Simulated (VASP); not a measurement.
# KF (rock salt): computed properties

Method: PBEsol GGA, VASP's PBE PAW potentials (set 64) (plane waves; VASP).

```yaml
space_group: Fm-3m (225)
cell: a = b = c = 5.312 Å, α = β = γ = 90.00°
volume_per_atom: 18.73 Å^3/atom
band gap (over mesh and band path): 6.12 eV
smallest direct gap (over mesh and band path): 6.12 eV
hill_bulk_modulus: 33.6 GPa
hill_shear_modulus: 18.4 GPa
Poisson's ratio: 0.269
band_edge_character: direct, Γ to Γ
density: 2.58 g/cm³
mean ε∞ (DFPT): 2.02
mean ε∞ (independent particles): 2.12
C11: 71.6 GPa
C12: 14.6 GPa
C44: 13.6 GPa
```

```
CELL_PARAMETERS angstrom
      0.00000     2.65578     2.65578
      2.65578     0.00000     2.65578
      2.65578     2.65578     0.00000
ATOMIC_POSITIONS crystal
  K  0.00000 0.00000 0.00000
  F  0.50000 0.50000 0.50000
```

Measured: gap 10.90 eV (computed value off by -4.78 eV), as given by David Koller et al., Journal of Physics Condensed Matter (2013), arXiv:1304.4470; ε∞ 1.84 at 297 K (computed value off by +9.7 %), as given by H. H. Li, Journal of Physical and Chemical Reference Data (1976), doi:10.1063/1.555536 [long-wavelength limit of the electronic terms of a dispersion formula fitted to measured refractive indices over 0.15-22.0 um; lattice terms left out].

The compound is KF in the rock salt structure. It was relaxed first. Symmetry was kept, so distortions that lower it aren't found.
